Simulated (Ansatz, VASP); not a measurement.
## Cr (Cr(110)) in two plane-wave programs

Wanted: the spread between two codes on one cell, functional and k mesh.

Program: Ansatz 0.2.0. Level of theory: plane waves, with VASP 6.6.1 beside it; single point at PBEsol, single point at LDA and single point at RPBE. Results are calculated unless marked as measured.

## (1) Set-up

The cell holds 7 atoms: 7 Cr. Cell: a = 2.494 Å, b = 2.494 Å, c = 20.219 Å, α = 90.0°, β = 90.0°, γ = 70.5°. Vacuum lies along c.

Coordinates:

```xyz
7
Lattice="2.0365 -1.4400 0.0000 2.0365 1.4400 0.0000 0.0000 0.0000 20.2188" Properties=species:S:1:pos:R:3
Cr    0.0000    0.0000    4.0000
Cr    2.0365    0.0000    6.0365
Cr    0.0000    0.0000    8.0729
Cr    2.0365    0.0000   10.1094
Cr    0.0000    0.0000   12.1459
Cr    2.0365    0.0000   14.1823
Cr    0.0000    0.0000   16.2188
```

## (2) VASP: single point, PBEsol

With cell and atoms fixed, the geometry can't cause a difference; cores, projectors, grids and the points listed under the comparison can.

Lines of VASP's logs that name or quote its potential files are left out, and so is its time.

The input, INCAR:

```
SYSTEM = Cr
PREC = Normal
ENCUT = 350
EDIFF = 1E-06
NELM = 120
ISMEAR = 1
SIGMA = 0.1
LREAL = .FALSE.
ALGO = Normal
GGA = PS
NBANDS = 44
ISPIN = 2
MAGMOM = 3 3 3 3 3 3 3
LASPH = .TRUE.
LMAXMIX = 4
LORBIT = 11
LWAVE = .FALSE.
LCHARG = .FALSE.
KPAR = 4
IDIPOL = 3
LDIPOL = .TRUE.
DIPOL = 0.5 0.5 0.5
LVHAR = .TRUE.
LVACPOTAV = .TRUE.
```

The input, POSCAR:

```
Cr
1.0
    2.0364675298     -1.4400000000      0.0000000000
    2.0364675298      1.4400000000      0.0000000000
    0.0000000000      0.0000000000     20.2188051789
Cr
7
Direct
    0.0000000000      0.0000000000      0.1978356270
    0.5000000000      0.5000000000      0.2985570847
    0.0000000000      0.0000000000      0.3992785423
    0.5000000000      0.5000000000      0.5000000000
    0.0000000000      0.0000000000      0.6007214577
    0.5000000000      0.5000000000      0.7014429153
    0.0000000000      0.0000000000      0.8021643730
```

The input, KPOINTS:

```
Automatic mesh
0
Gamma
11 11 1
0 0 0
```

PAW data sets: Cr (PBE family, release 64).

On the command line:

```bash
$ mpirun -np 4 vasp_std
```

Numbers of over 12 decimals in the logs are rounded to 6 here.

What it wrote:

```text
[banner, memory and clock lines left out]
running    4 mpi-ranks, on    1 nodes
 distrk:  each k-point on    1 cores,    4 groups
 distr:  one band on    1 cores,    1 groups

 POSCAR found type information on POSCAR Cr
 POSCAR found :  1 types and       7 ions
|                                                                             |
|               ----> ADVICE to this user running VASP <----                  |
|                                                                             |
|     You enforced a specific xc type in the INCAR file but a different       |
|     [... a line on the potential file left out ...]
|     I HOPE YOU KNOW WHAT YOU ARE DOING!                                     |
|                                                                             |

 LDA part: xc-table for (Slater+PW92), standard interpolation
 POSCAR, INCAR and KPOINTS ok, starting setup
 FFT: planning ... GRIDC
 FFT: planning ... GRID_SOFT
 FFT: planning ... GRID
 WAVECAR not read
 entering main loop
       N       E                     dE             d eps       ncg     rms          rms(c)
DAV:   1     0.274739063320E+03    0.27474E+03   -0.12209E+04  6368   0.810E+02
DAV:   2    -0.477909457156E+02   -0.32253E+03   -0.29212E+03  6340   0.222E+02
DAV:   3    -0.720373398942E+02   -0.24246E+02   -0.20501E+02  6668   0.848E+01
DAV:   4    -0.729274445431E+02   -0.89010E+00   -0.85559E+00  6780   0.190E+01
DAV:   5    -0.729458043806E+02   -0.18360E-01   -0.18339E-01  6892   0.236E+00    0.388E+01
DAV:   6    -0.186854404972E+03   -0.11391E+03   -0.17972E+02 10748   0.160E+02    0.102E+02
DAV:   7    -0.587702355347E+02    0.12808E+03   -0.12682E+02  9816   0.849E+01    0.273E+01
DAV:   8    -0.106709698147E+03   -0.47939E+02   -0.84595E+01 10776   0.118E+02    0.690E+01
DAV:   9    -0.645929622923E+02    0.42117E+02   -0.33129E+01  9392   0.723E+01    0.255E+01
DAV:  10    -0.611518103420E+02    0.34412E+01   -0.12588E+01 10252   0.346E+01    0.157E+01
DAV:  11    -0.608192953391E+02    0.33252E+00   -0.23178E+00  7692   0.160E+01    0.138E+01
DAV:  12    -0.607871317402E+02    0.32164E-01   -0.59241E-01  6972   0.879E+00    0.134E+01
DAV:  13    -0.610813179053E+02   -0.29419E+00   -0.24973E+00  7928   0.155E+01    0.127E+01
DAV:  14    -0.623537217499E+02   -0.12724E+01   -0.11878E+00  7876   0.966E+00    0.970E+00
[...]
DAV:  35    -0.684713315762E+02   -0.11547E-01   -0.40938E-03  6552   0.224E-01    0.179E-01
DAV:  36    -0.684756828991E+02   -0.43513E-02   -0.12635E-03  6504   0.964E-02    0.158E-01
DAV:  37    -0.684761853705E+02   -0.50247E-03   -0.39700E-04  8144   0.124E-01    0.985E-02
DAV:  38    -0.684768351811E+02   -0.64981E-03   -0.17606E-04  6816   0.561E-02    0.677E-02
DAV:  39    -0.684773441694E+02   -0.50899E-03   -0.21745E-04  6564   0.386E-02    0.484E-02
DAV:  40    -0.684773057675E+02    0.38402E-04   -0.95631E-05  7056   0.479E-02    0.321E-02
DAV:  41    -0.684772954952E+02    0.10272E-04   -0.36877E-05  7336   0.398E-02    0.208E-02
DAV:  42    -0.684772954663E+02    0.28918E-07   -0.23998E-06  5088   0.110E-02
|                                                                             |
|           W    W    AA    RRRRR   N    N  II  N    N   GGGG   !!!           |
|           W    W   A  A   R    R  NN   N  II  NN   N  G    G  !!!           |
|           W    W  A    A  R    R  N N  N  II  N N  N  G       !!!           |
|           W WW W  AAAAAA  RRRRR   N  N N  II  N  N N  G  GGG   !            |
|           WW  WW  A    A  R   R   N   NN  II  N   NN  G    G                |
|           W    W  A    A  R    R  N    N  II  N    N   GGGG   !!!           |
|                                                                             |
|     Did not find any points to average over, which means that no vacuum     |
|     field-free region was found. Please increase the size of  your cell     |
|     in the dimension of the dipole correction to obtain accurate            |
|     workfunction values.                                                    |
|                                                                             |

   1 F= -.68477295E+02 E0= -.68477247E+02  d E =-.143981E-03  mag=     0.0008
|                                                                             |
|           W    W    AA    RRRRR   N    N  II  N    N   GGGG   !!!           |
|           W    W   A  A   R    R  NN   N  II  NN   N  G    G  !!!           |
|           W    W  A    A  R    R  N N  N  II  N N  N  G       !!!           |
|           W WW W  AAAAAA  RRRRR   N  N N  II  N  N N  G  GGG   !            |
|           WW  WW  A    A  R   R   N   NN  II  N   NN  G    G                |
|           W    W  A    A  R    R  N    N  II  N    N   GGGG   !!!           |
|                                                                             |
|     Did not find any points to average over, which means that no vacuum     |
|     field-free region was found. Please increase the size of  your cell     |
|     in the dimension of the dipole correction to obtain accurate            |
|     workfunction values.                                                    |
|                                                                             |
```

OUTCAR, selected parts (step 2):

```text
ion  position               nearest neighbor table
   1  0.000  0.000  0.198-   2 2.49   2 2.49   2 2.88   2 2.88
   2  0.500  0.500  0.299-   3 2.49   3 2.49   1 2.49   1 2.49   3 2.88   3 2.88   1 2.88   1 2.88

  LATTYP: Found a base centered orthorhombic cell.
 ALAT       =     2.8800000000
 B/A-ratio  =     1.4142135624
 C/A-ratio  =     7.0204184649

 Subroutine GETGRP returns: Found  8 space group operations
 (whereof  8 operations were pure point group operations)

The static configuration has the point symmetry D_2h.

 Found     36 irreducible k-points:

   k-points           NKPTS =     36   k-points in BZ     NKDIM =     36   number of bands    NBANDS=     44

   dimension x,y,z NGX =    12 NGY =   12 NGZ =   96
   dimension x,y,z NGXF=    24 NGYF=   24 NGZF=  192

   ENCUT  =  350.0 eV  25.72 Ry    5.07 a.u.   3.80  3.80 30.84*2*pi/ulx,y,z

   NELECT =      42.0000    total number of electrons

 k-points in reciprocal lattice and weights: Automatic mesh
   0.00000000  0.00000000  0.00000000       0.008
   0.09090909 -0.00000000  0.00000000       0.033
   0.18181818 -0.00000000  0.00000000       0.033
   0.27272727 -0.00000000  0.00000000       0.033
   0.36363636  0.00000000  0.00000000       0.033
   0.45454545 -0.00000000  0.00000000       0.033
   0.09090909  0.09090909  0.00000000       0.017
   0.18181818  0.09090909  0.00000000       0.033
   0.27272727  0.09090909  0.00000000       0.033
[...]
0.45454545  0.45454545  0.00000000       0.017
  -0.45454545  0.45454545  0.00000000       0.017

 dipolmoment           0.000000      0.000000     -0.000000 electrons x Angstroem

 average (electrostatic) potential at core
       1 -44.9625       2 -45.1635       3 -45.1189       4 -45.1439       5 -45.1189
       6 -45.1635       7 -44.9625

 E-fermi :   3.6368

 spin component 1
 k-point     1 :       0.0000    0.0000    0.0000
  band No.  band energies     occupation
    ...
     18       2.7419      1.00000
     19       2.7665      1.00000
     20       2.8902      1.00000
     21       3.2533      1.00000
     22       3.2857      1.00000
     23       3.8132     -0.01585
     24       3.9781     -0.00001
     25       4.3873     -0.00000
     26       4.4276     -0.00000
     27       4.4885     -0.00000
    ...

 k-point     2 :       0.0909   -0.0000    0.0000
  band No.  band energies     occupation
    ...
     19       2.9146      1.00000
     20       2.9179      1.00000
     21       3.0726      1.00000
     22       3.3904      1.00136
     23       3.5771      0.91838
     24       3.7623     -0.03532
     25       4.0464     -0.00000
     26       4.2948     -0.00000
     27       4.3393     -0.00000
     28       4.4384     -0.00000
    ...

 k-point     3 :       0.1818   -0.0000    0.0000
  band No.  band energies     occupation
    ...
     19       2.6057      1.00000
     20       2.8561      1.00000
     21       2.9016      1.00000
     22       3.4657      1.01808
     23       3.5526      0.99996
     24       3.8923     -0.00090
     25       4.2594     -0.00000
     26       4.2889     -0.00000
     27       4.3490     -0.00000
     28       4.4269     -0.00000
    ...

 k-point     4 :       0.2727   -0.0000    0.0000
  band No.  band energies     occupation
    ...
     17       2.3164      1.00000
     18       2.3801      1.00000
     19       2.4151      1.00000
     20       2.7390      1.00000
     21       2.7439      1.00000
     22       4.1985     -0.00000
     23       4.2098     -0.00000
     24       4.3011     -0.00000
     25       4.3991     -0.00000
     26       4.4365     -0.00000
    ...

 k-point     5 :       0.3636    0.0000    0.0000
  band No.  band energies     occupation
    ...
     17       2.3792      1.00000
     18       2.8177      1.00000
     19       2.9519      1.00000
     20       3.4985      1.03239
     21       3.5874      0.86644
     22       4.3260     -0.00000
     23       4.5037     -0.00000
     24       4.6017     -0.00000
     25       4.6041     -0.00000
     26       4.6556     -0.00000
    ...

 k-point     6 :       0.4545   -0.0000    0.0000
  band No.  band energies     occupation
    ...
     14       1.6079      1.00000
     15       2.2253      1.00000
     16       2.4629      1.00000
     17       2.7557      1.00000
     18       3.2859      1.00000
     19       3.6398      0.47416
     20       4.2613     -0.00000
     21       4.4609     -0.00000
     22       4.6150     -0.00000
     23       4.6170     -0.00000
    ...

  Total      -13.3445878    -12.3584281    -10.5683519      0.0000000      0.0000000      0.0000000
  in kB     -180.2977389   -166.9738082   -142.7882204      0.0000000      0.0000000      0.0000000
  external PRESSURE =    -163.3532558 kB  Pullay stress =       0.0000000 kB

  energy-cutoff  :      350.00
  volume of cell :      118.58
      direct lattice vectors                 reciprocal lattice vectors
     2.036467530 -1.440000000  0.000000000     0.245523188 -0.347222222  0.000000000
     2.036467530  1.440000000  0.000000000     0.245523188  0.347222222  0.000000000
     0.000000000  0.000000000 20.218805179     0.000000000  0.000000000  0.049458907

 POSITION                                       TOTAL-FORCE (eV/Angst)
 -----------------------------------------------------------------------------------
      0.00000      0.00000      4.00000        -0.000000      0.000000      1.186000
      2.03647      0.00000      6.03647         0.000000      0.000000     -0.492998
      0.00000      0.00000      8.07294         0.000000      0.000000      0.007819
      2.03647      0.00000     10.10940         0.000000      0.000000      0.000000
      0.00000      0.00000     12.14587         0.000000      0.000000     -0.007819
      2.03647      0.00000     14.18234        -0.000000      0.000000      0.492998
      0.00000      0.00000     16.21881        -0.000000      0.000000     -1.186000
 -----------------------------------------------------------------------------------
    total drift:                                0.000000      0.000000     -0.000000

  FREE ENERGIE OF THE ION-ELECTRON SYSTEM (eV)
  ---------------------------------------------------
  free  energy   TOTEN  =       -68.4772954663 eV

  energy  without entropy=      -68.4771514849  energy(sigma->0) =      -68.47724747

 total charge
# of ion       s       p       d       tot
------------------------------------------
    1        0.517   0.505   4.325   5.346
    2        0.541   0.680   4.391   5.612
    3        0.541   0.688   4.387   5.617
    4        0.542   0.694   4.378   5.614
    5        0.541   0.688   4.387   5.617
    6        0.541   0.680   4.391   5.612
    7        0.517   0.505   4.325   5.346
--------------------------------------------------
tot          3.740   4.439  30.584  38.763

 magnetization (x)
# of ion       s       p       d       tot
------------------------------------------
    1        0.000   0.000   0.001   0.001
    2       -0.000  -0.000  -0.001  -0.001
    3        0.000   0.000   0.000   0.000
    4       -0.000   0.000  -0.000  -0.000
    5        0.000   0.000   0.000   0.000
    6       -0.000  -0.000  -0.001  -0.001
    7        0.000   0.000   0.001   0.001
--------------------------------------------------
tot          0.000   0.000   0.001   0.001

[... 6 further parts left out ...]
```

The data set Cr keeps the semicore shell frozen, which is cheaper and a little less accurate.

(Continued in part 2 of 3.)

[Lines on the potential files, build, host, timing and source positions are cut from VASP's logs without a mark.]

[Logs are printed without paths, hosts, clocks, repeated set-up lines and the standing remarks that a program may print on its own settings, such as how far it seeks lower states.]

[Hosts, paths, dates, database ids (printed as entryN), source tags and the programs' standing remarks are cut or masked in the printed files.]
